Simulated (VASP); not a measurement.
Computed with r2SCAN meta-GGA, VASP's PBE PAW potentials (set 64) (plane waves; VASP). For the first row: Settings: 520 eV cut-off, 13×13×10 Γ-centred mesh, first-order Methfessel-Paxton smearing of 0.10 eV, potentials Cu Au.

```tsv
system	energy (eV/atom)
CuAu (L1_0)	-30.7695
Cu atom	-6.9671
Au atom	-47.1763
```

Atoms are spin-polarised in a large box without symmetry, with the spin fixed by Hund's rule, and may not be in the lowest state of each functional; no zero-point energy is added.  Spin-orbit coupling is left out, which shifts such energies by up to tenths of an eV for the heavy elements here.

What is the cohesive energy per atom of CuAu?

The references average (1×(-6.9671) + 1×(-47.1763))/2 = -27.0717 eV, so the cohesive energy is -27.0717 − (-30.7695) = 3.698 eV/atom. Measured: 3.743 eV/atom (as given by Niraj K. Nepal et al., Physical Review B (2019), arXiv:1905.09348; from measured formation enthalpy and elemental cohesive energies; zero-point energy not added).
